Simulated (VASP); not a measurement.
Computed with TPSS meta-GGA, VASP's PBE PAW potentials (set 64) (plane waves; VASP 6.6.1).

A VASP calculation is set up with these files.

File KPOINTS_OPT:
```
k-points along high-symmetry lines
10
Line-mode
Reciprocal
  0.000000   0.000000   0.000000 ! GAMMA
  0.000000   0.500000   0.000000 ! X

  0.000000   0.500000   0.000000 ! X
  0.500000   0.500000   0.000000 ! M

  0.500000   0.500000   0.000000 ! M
  0.000000   0.000000   0.000000 ! GAMMA

  0.000000   0.000000   0.000000 ! GAMMA
  0.500000   0.500000   0.500000 ! R

  0.500000   0.500000   0.500000 ! R
  0.000000   0.500000   0.000000 ! X

  0.500000   0.500000   0.500000 ! R
  0.500000   0.500000   0.000000 ! M
```

File KPOINTS:
```
Automatic mesh
0
Gamma
6 6 6
0 0 0
```

**POSCAR**
```
BaZrO3
1
    4.2207026887     0.0000000000     0.0000000000
    0.0000000000     4.2207026887     0.0000000000
    0.0000000000     0.0000000000     4.2207026887
Ba Zr O
1 1 3
Direct
  0.0000000000   0.0000000000   0.0000000000
  0.5000000000   0.5000000000   0.5000000000
  0.5000000000   0.0000000000   0.5000000000
  0.0000000000   0.5000000000   0.5000000000
  0.5000000000   0.5000000000   0.0000000000
```

### INCAR
```
! general
SYSTEM =BaZrO3
PREC   =Accurate
ENCUT  =520
LREAL  =.False.
LASPH  =.True.

! electronic loop
EDIFF  =1E-7   ! SCF stop (eV)
NELM   =100   ! most electronic steps
ALGO   =Normal   ! blocked Davidson
LMAXMIX=4
LMIXTAU=.True.

! smearing
ISMEAR =-5   ! tetrahedra, Bloechl

! functional
METAGGA=TPSS

! ions
ISIF   =2

! output
LWAVE  =.False.
LCHARG =.False.
LORBIT =11
NEDOS  =601

! other
LEFG   =.True.
```

POTCAR, in this order: Ba_sv Zr_sv O (PBE.64 set). Program: vasp_std.

Output of the run:

OUTCAR:
```
 ion  position               nearest neighbor table
   1  0.000  0.000  0.000-   3 2.98   4 2.98   5 2.98   3 2.98   4 2.98   4 2.98   5 2.98   4 2.98
                             3 2.98   5 2.98   3 2.98   5 2.98   2 3.66   2 3.66   2 3.66   2 3.66
   2  0.500  0.500  0.500-   3 2.11   4 2.11   5 2.11   5 2.11   3 2.11   4 2.11   1 3.66   1 3.66
                             1 3.66   1 3.66   1 3.66   1 3.66   1 3.66   1 3.66
   3  0.500  0.000  0.500-   2 2.11   2 2.11   1 2.98   1 2.98   1 2.98   1 2.98
   4  0.000  0.500  0.500-   2 2.11   2 2.11   1 2.98   1 2.98   1 2.98   1 2.98
   5  0.500  0.500  0.000-   2 2.11   2 2.11   1 2.98   1 2.98   1 2.98   1 2.98
  LATTYP: Found a simple cubic cell.
 ALAT       =     4.2207026887
 Subroutine PRICEL returns:
 Original cell was already a primitive cell.
 Subroutine GETGRP returns: Found 48 space group operations
The static configuration has the point symmetry O_h .
The dynamic configuration has the point symmetry O_h .
 Subroutine INISYM returns: Found 48 space group operations
 Subroutine IBZKPT returns following result:
 Found     20 irreducible k-points:

 Following reciprocal coordinates:
            Coordinates               Weight
  0.000000  0.000000  0.000000      1.000000
  0.166667  0.000000  0.000000      6.000000
  0.333333  0.000000  0.000000      6.000000
  0.500000  0.000000  0.000000      3.000000
  0.166667  0.166667  0.000000     12.000000
  0.333333  0.166667  0.000000     24.000000
  0.500000  0.166667  0.000000     12.000000
  0.333333  0.333333  0.000000     12.000000
  0.500000  0.333333  0.000000     12.000000
  0.500000  0.500000  0.000000      3.000000
  0.166667  0.166667  0.166667      8.000000
  0.333333  0.166667  0.166667     24.000000
  0.500000  0.166667  0.166667     12.000000
  0.333333  0.333333  0.166667     24.000000
  0.500000  0.333333  0.166667     24.000000
  0.500000  0.500000  0.166667      6.000000
  0.333333  0.333333  0.333333      8.000000
  0.500000  0.333333  0.333333     12.000000
  0.500000  0.500000  0.333333      6.000000
  0.500000  0.500000  0.500000      1.000000
   k-points           NKPTS =     20   k-points in BZ     NKDIM =     20   number of bands    NBANDS=     24
   number of dos      NEDOS =    601   number of ions     NIONS =      5
   total plane-waves  NPLWV =  32768
   dimension x,y,z NGX =    32 NGY =   32 NGZ =   32
   dimension x,y,z NGXF=    64 NGYF=   64 NGZF=   64
   ions per type =               1   1   3
   PREC   = accura    normal or accurate (medium, high low for compatibility)
   ISTART =      0    job   : 0-new  1-cont  2-samecut
   ICHARG =      2    charge: 1-file 2-atom 10-const
   ISPIN  =      1    spin polarized calculation?
   LNONCOLLINEAR =      F non collinear calculations
   LSORBIT =      F    spin-orbit coupling
   INIWAV =      1    electr: 0-lowe 1-rand  2-diag
   ENCUT  =  520.0 eV  38.22 Ry    6.18 a.u.   7.85  7.85  7.85*2*pi/ulx,y,z
   NELM   =    100;   NELMIN=  2; NELMDL= -5     # of ELM steps
   EDIFF  = 0.1E-06   stopping-criterion for ELM
   LREAL  =      F    real-space projection
   NLSPLINE    = F    spline interpolate recip. space projectors
   LMAXMIX     =    4 max onsite mixed and CHGCAR
   VOSKOWN=      0    Vosko Wilk Nusair interpolation
   EDIFFG = 0.1E-05   stopping-criterion for IOM
   NSW    =      0    number of steps for IOM
   NBLOCK =      1;   KBLOCK =      1    inner block; outer block
   IBRION =     -1    ionic relax: 0-MD 1-quasi-New 2-CG
   NFREE  =      0    steps in history (QN), initial steepest desc. (CG)
   ISIF   =      2    stress and relaxation
   ISYM   =      2    0-nonsym 1-usesym 2-fastsym
   TEIN   =    0.0    initial temperature
   TEBEG  =    0.0;   TEEND  =   0.0 temperature during run
   SMASS  =  -3.00    Nose mass-parameter (am)
   PSTRESS=    0.0 pullay stress
   NELECT =      40.0000    total number of electrons
   EFERMI =   0.00;   METHOD = LEGACY
   ISMEAR =    -5;   SIGMA  =   0.20  broadening in eV -4-tet -1-fermi 0-gaus
...
```

### OSZICAR
```
       N       E                     dE             d eps       ncg     rms          rms(c)
DAV:   1     0.406592143977E+03    0.40659E+03   -0.22441E+04  1424   0.184E+03
DAV:   2     0.697363826176E+02   -0.33686E+03   -0.33133E+03  1296   0.483E+02
DAV:   3     0.265522452476E+02   -0.43184E+02   -0.42959E+02  1712   0.214E+02
DAV:   4     0.251584089167E+02   -0.13938E+01   -0.13916E+01  1392   0.327E+01
DAV:   5     0.250794714363E+02   -0.78937E-01   -0.78880E-01  1736   0.859E+00    0.502E+01
DAV:   6    -0.690917757522E+02   -0.94171E+02   -0.37650E+02   960   0.208E+02    0.161E+01
DAV:   7    -0.653290575280E+02    0.37627E+01   -0.20127E+01  1384   0.379E+01    0.722E+00
DAV:   8    -0.649167454130E+02    0.41231E+00   -0.32307E+00  1360   0.104E+01    0.363E+00
DAV:   9    -0.648680258376E+02    0.48720E-01   -0.12017E+00  1576   0.744E+00    0.142E+00
DAV:  10    -0.650250356112E+02   -0.15701E+00   -0.27939E-01  1592   0.466E+00    0.747E-01
DAV:  11    -0.650673672218E+02   -0.42332E-01   -0.83275E-02  1208   0.233E+00    0.585E-01
DAV:  12    -0.650747736508E+02   -0.74064E-02   -0.10389E-01  1152   0.205E+00    0.354E-01
DAV:  13    -0.650837528197E+02   -0.89792E-02   -0.96894E-03  1088   0.719E-01    0.981E-02
DAV:  14    -0.650840298332E+02   -0.27701E-03   -0.34764E-03  1264   0.323E-01    0.770E-02
DAV:  15    -0.650839527982E+02    0.77035E-04   -0.30647E-04  1096   0.115E-01    0.276E-02
DAV:  16    -0.650839663585E+02   -0.13560E-04   -0.35757E-05  1288   0.498E-02    0.141E-02
DAV:  17    -0.650839711559E+02   -0.47974E-05   -0.13617E-05  1344   0.312E-02    0.571E-03
DAV:  18    -0.650839767764E+02   -0.56205E-05   -0.26752E-06  1376   0.126E-02    0.323E-03
DAV:  19    -0.650839770644E+02   -0.28795E-06   -0.56888E-07  1136   0.569E-03    0.171E-03
DAV:  20    -0.650839769497E+02    0.11464E-06   -0.69662E-08   808   0.221E-03    0.902E-04
DAV:  21    -0.650839769384E+02    0.11262E-07   -0.60440E-08   720   0.197E-03
   1 F= -.65083977E+02 E0= -.65083977E+02  d E =0.000000E+00
       N       E                     dE             ncg
       N       E                     dE             ncg
       N       E                     dE             ncg
```

### OUTCAR
```
------------------------ aborting loop because EDIFF is reached ----------------------------------------
  FORCE on cell =-STRESS in cart. coord.  units (eV):
  Direction    XX          YY          ZZ          XY          YZ          ZX
  --------------------------------------------------------------------------------------
  Total        0.0044075      0.0044075      0.0044075     -0.0000000     -0.0000000      0.0000000
  in kB        0.0939176      0.0939176      0.0939176     -0.0000000     -0.0000000      0.0000000
  external PRESSURE =       0.0939176 kB  Pullay stress =       0.0000000 kB
  volume of cell :       75.19
      direct lattice vectors                 reciprocal lattice vectors
     4.220702689  0.000000000  0.000000000     0.236927373  0.000000000  0.000000000
     0.000000000  4.220702689  0.000000000     0.000000000  0.236927373  0.000000000
     0.000000000  0.000000000  4.220702689     0.000000000  0.000000000  0.236927373
 POSITION                                       TOTAL-FORCE (eV/Angst)
 -----------------------------------------------------------------------------------
      0.00000      0.00000      0.00000         0.000000      0.000000      0.000000
      2.11035      2.11035      2.11035         0.000000      0.000000      0.000000
      2.11035      0.00000      2.11035         0.000000      0.000000      0.000000
      0.00000      2.11035      2.11035         0.000000      0.000000      0.000000
      2.11035      2.11035      0.00000         0.000000      0.000000      0.000000
 -----------------------------------------------------------------------------------
    total drift:                                0.000000     -0.000000     -0.000000
  FREE ENERGIE OF THE ION-ELECTRON SYSTEM (eV)
  ---------------------------------------------------
  free  energy   TOTEN  =       -65.0839769384 eV

  energy  without entropy=      -65.0839769384  energy(sigma->0) =      -65.08397694

 total charge

# of ion       s       p       d       tot
------------------------------------------
    1        1.994   5.631   0.254   7.879
    2        2.190   6.073   1.364   9.626
    3        1.543   3.466   0.000   5.009
    4        1.543   3.466   0.000   5.009
    5        1.543   3.466   0.000   5.009
--------------------------------------------------
tot          8.813  22.102   1.618  32.533

 Electric field gradients after diagonalization (V/A^2)
 (convention: |V_zz| > |V_xx| > |V_yy|)
----------------------------------------------------------------------
 ion       V_xx      V_yy      V_zz     asymmetry (V_yy - V_xx)/ V_zz
----------------------------------------------------------------------
   1       0.000     0.000    -0.000       0.399
   2       0.000     0.000     0.000      -0.080
   3       9.134     9.134   -18.268       0.000
   4       9.134     9.134   -18.268       0.000
   5       9.134     9.134   -18.268       0.000
```
(Selected blocks of OUTCAR.)

File OUTCAR:
```
 val. band max:        3.4959881419   @ k =   0.5000   0.5000   0.5000

 cond. band min:       6.7332393137   @ k =   0.0000   0.0000   0.0000


 Fermi energy:         3.5569893249

 k-point     1 :       0.0000    0.0000    0.0000
  band No.  band energies     occupation
      1     -44.1892      2.00000
      2     -22.0553      2.00000
      3     -22.0553      2.00000
      4     -22.0553      2.00000
      5     -22.0111      2.00000
      6     -13.3724      2.00000
      7     -13.0865      2.00000
      8     -13.0865      2.00000
      9      -7.0474      2.00000
     10      -7.0474      2.00000
     11      -7.0474      2.00000
     12       1.9610      2.00000
     13       1.9610      2.00000
     14       1.9610      2.00000
     15       2.5171      2.00000
     16       2.5171      2.00000
     17       2.5171      2.00000
     18       3.2246      2.00000
     19       3.2246      2.00000
     20       3.2246      2.00000
     21       6.7332      0.00000
     22       6.7332      0.00000
     23       6.7332      0.00000
     24       8.1674      0.00000

 k-point     2 :       0.1667    0.0000    0.0000
  band No.  band energies     occupation
      1     -44.1884      2.00000
      2     -22.1843      2.00000
      3     -22.0538      2.00000
      4     -22.0538      2.00000
      5     -21.9301      2.00000
      6     -13.3713      2.00000
      7     -13.0812      2.00000
      8     -12.9134      2.00000
      9      -7.0306      2.00000
     10      -7.0306      2.00000
     11      -7.0071      2.00000
     12       1.5214      2.00000
     13       1.8802      2.00000
     14       1.8802      2.00000
     15       2.2738      2.00000
     16       2.2738      2.00000
     17       2.3215      2.00000
     18       2.6024      2.00000
     19       3.1336      2.00000
     20       3.1336      2.00000
     21       6.8284      0.00000
     22       7.3308      0.00000
     23       7.3308      0.00000
     24       8.6128      0.00000
...
```

Unless said otherwise, spin-orbit coupling is left out, though it shifts the bands of the heavy elements here.

The compound is BaZrO3 in the cubic perovskite structure. It was relaxed first.
